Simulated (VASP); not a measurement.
A convergence study with VASP on SnS2 (1T layered): one setting is varied, all else stays as given below, so the limit is that of these other settings.

```xyz
3
Lattice="1.8250 -3.1610 0.0000 1.8250 3.1610 0.0000 0.0000 0.0000 5.9000" Properties=species:S:1:pos:R:3 pbc="T T T"
Sn     0.0000     0.0000     0.0000
S      1.8250     1.0537     1.4750
S      1.8250    -1.0537     4.4250
```

All values below come from PBE GGA, VASP's PBE PAW potentials (set 64) (plane waves; VASP 6.6.1). The tightest run used: 550 eV cut-off, 16×16×8 Γ-centred mesh, Gaussian smearing of 0.050 eV, potentials Sn_d S.

### Question
The settings run are 1×1×1 mesh; 2×2×1 mesh; 3×3×2 mesh; 4×4×2 mesh; 5×5×2 mesh; 6×6×3 mesh; 7×7×4 mesh; 8×8×4 mesh; 9×9×4 mesh; 10×10×5 mesh; 11×11×6 mesh; 12×12×6 mesh; 13×13×6 mesh; 14×14×7 mesh; 15×15×8 mesh; 16×16×8 mesh. From which on does the energy per atom stay within 0.005 eV/atom of the tightest run?

### Answer
From 5×5×2 mesh on: it is off by 0.0048 there and by no more than 0.005 in any finer run, while 4×4×2 mesh is off by 0.0223.
```
setting       E (eV/atom)  pressure (GPa)  irreducible k-points  difference judged (eV/atom)
------------  -----------  --------------  --------------------  ---------------------------
1×1×1 mesh         0.1908           34.32                     1                       4.5764
2×2×1 mesh        -3.9037            6.51                     2                       0.4820
3×3×2 mesh        -4.2812            4.28                     6                       0.1045
4×4×2 mesh        -4.3633            3.42                     8                       0.0223
5×5×2 mesh        -4.3809            3.21                    10                       0.0048
6×6×3 mesh        -4.3826            3.20                    17                       0.0030
7×7×4 mesh        -4.3850            3.17                    28                       0.0007
8×8×4 mesh        -4.3854            3.16                    35                       0.0002
9×9×4 mesh        -4.3856            3.16                    43                       0.0001
10×10×5 mesh      -4.3856            3.16                    58                       0.0000
11×11×6 mesh      -4.3857            3.16                    84                       0.0000
12×12×6 mesh      -4.3857            3.16                   100                       0.0000
13×13×6 mesh      -4.3857            3.16                   112                       0.0000
14×14×7 mesh      -4.3857            3.16                   144                       0.0000
15×15×8 mesh      -4.3857            3.16                   192                       0.0000
16×16×8 mesh      -4.3857            3.16                   213                       0.0000
```

Left out are rungs that failed or repeat a setting and relaxations that didn't move; long series are thinned to 24 rows.

The compound is SnS2 in the 1T layered structure. The cell was not relaxed at this level.
